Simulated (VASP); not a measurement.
Method: PBEsol GGA, VASP's PBE PAW potentials (set 64) (plane waves; VASP).

VASP input:

**INCAR**
```
# general
SYSTEM  = RuAl
PREC    = Accurate
ENCUT   = 520
LREAL   = F
LASPH   = T

# electronic loop
EDIFF   = 1E-7
NELM    = 100
ALGO    = Normal
LMAXMIX = 4

# smearing
ISMEAR  = -5

# functional
GGA     = PS

# ions
ISIF    = 2

# output
LWAVE   = F
LCHARG  = T
LORBIT  = 11
NEDOS   = 601
```

KPOINTS:
```
Regular mesh
0
Gamma
 14 14 14
0 0 0
```

**POSCAR**
```
RuAl
5.9531420
  0.5000000384   0.0000000000   0.0000000000
  0.0000000000   0.5000000384   0.0000000000
  0.0000000000   0.0000000000   0.5000000384
Al Ru
1 1
direct
  0.5000000000   0.5000000000   0.5000000000
  0.0000000000   0.0000000000   0.0000000000
```

POTCAR, in this order: Al Ru_pv (PBE.64 set). Program: vasp_std.

What VASP printed:

### OUTCAR
```
 ion  position               nearest neighbor table
   1  0.500  0.500  0.500-   2 2.58   2 2.58   2 2.58   2 2.58   2 2.58   2 2.58   2 2.58   2 2.58
  LATTYP: Found a simple cubic cell.
 ALAT       =     2.9765712287
 Subroutine PRICEL returns:
 Original cell was already a primitive cell.
 Subroutine GETGRP returns: Found 48 space group operations
The static configuration has the point symmetry O_h .
The dynamic configuration has the point symmetry O_h .
 Subroutine INISYM returns: Found 48 space group operations
 Subroutine IBZKPT returns following result:
 Found    120 irreducible k-points:

 Following reciprocal coordinates:
            Coordinates               Weight
  0.000000  0.000000  0.000000      1.000000
  0.071429  0.000000  0.000000      6.000000
  0.142857  0.000000  0.000000      6.000000
  0.214286  0.000000  0.000000      6.000000
  0.285714  0.000000  0.000000      6.000000
  0.357143  0.000000  0.000000      6.000000
  0.428571  0.000000  0.000000      6.000000
  0.500000  0.000000  0.000000      3.000000
  0.071429  0.071429  0.000000     12.000000
  0.142857  0.071429  0.000000     24.000000
...
```

File OSZICAR:
```
       N       E                     dE             d eps       ncg     rms          rms(c)
DAV:   1     0.116280604485E+03    0.11628E+03   -0.95302E+03  2888   0.134E+03
DAV:   2    -0.138182309067E+02   -0.13010E+03   -0.12512E+03  3140   0.351E+02
DAV:   3    -0.162924050696E+02   -0.24742E+01   -0.24273E+01  3424   0.497E+01
DAV:   4    -0.163166412106E+02   -0.24236E-01   -0.24243E-01  3252   0.502E+00
DAV:   5    -0.163172621030E+02   -0.62089E-03   -0.61969E-03  3632   0.702E-01    0.136E+01
DAV:   6    -0.156198717685E+02    0.69739E+00   -0.42149E+00  3052   0.235E+01    0.250E+00
DAV:   7    -0.155377402333E+02    0.82132E-01   -0.32493E-01  3076   0.684E+00    0.219E+00
DAV:   8    -0.155176799718E+02    0.20060E-01   -0.20782E-02  3140   0.138E+00    0.230E-01
DAV:   9    -0.155174270589E+02    0.25291E-03   -0.42055E-04  3380   0.188E-01    0.151E-01
DAV:  10    -0.155174174651E+02    0.95939E-05   -0.33426E-05  3808   0.755E-02    0.147E-02
DAV:  11    -0.155174144126E+02    0.30524E-05   -0.33436E-06  3352   0.244E-02    0.740E-03
DAV:  12    -0.155174143045E+02    0.10815E-06   -0.79783E-08  1852   0.308E-03    0.325E-04
DAV:  13    -0.155174143370E+02   -0.32526E-07   -0.90172E-09  1564   0.102E-03
   1 F= -.15517414E+02 E0= -.15517414E+02  d E =0.000000E+00
```

**OUTCAR**
```
------------------------ aborting loop because EDIFF is reached ----------------------------------------
  FORCE on cell =-STRESS in cart. coord.  units (eV):
  Direction    XX          YY          ZZ          XY          YZ          ZX
  --------------------------------------------------------------------------------------
  Total       -0.0111664     -0.0111664     -0.0111664     -0.0000000     -0.0000000      0.0000000
  in kB       -0.6783849     -0.6783849     -0.6783849     -0.0000000     -0.0000000      0.0000000
  external PRESSURE =      -0.6783849 kB  Pullay stress =       0.0000000 kB
  volume of cell :       26.37
      direct lattice vectors                 reciprocal lattice vectors
     2.976571229  0.000000000  0.000000000     0.335957020  0.000000000  0.000000000
     0.000000000  2.976571229  0.000000000     0.000000000  0.335957020  0.000000000
     0.000000000  0.000000000  2.976571229     0.000000000  0.000000000  0.335957020
 POSITION                                       TOTAL-FORCE (eV/Angst)
 -----------------------------------------------------------------------------------
      1.48829      1.48829      1.48829         0.000000      0.000000      0.000000
      0.00000      0.00000      0.00000         0.000000      0.000000      0.000000
 -----------------------------------------------------------------------------------
    total drift:                                0.000000      0.000000      0.000000
  FREE ENERGIE OF THE ION-ELECTRON SYSTEM (eV)
  ---------------------------------------------------
  free  energy   TOTEN  =       -15.5174143370 eV

  energy  without entropy=      -15.5174143370  energy(sigma->0) =      -15.51741434

 total charge

# of ion       s       p       d       tot
------------------------------------------
    1        0.392   0.425   0.000   0.817
    2        0.341   6.253   6.220  12.814
--------------------------------------------------
tot          0.733   6.678   6.220  13.631
```
(Selected blocks of OUTCAR.)

For a metal the tetrahedron method with Blöchl corrections gives inexact stress and forces.

The compound is RuAl in the CsCl type structure. It was relaxed first. The electron count is odd and the run is not spin-polarised, which forces a metal.
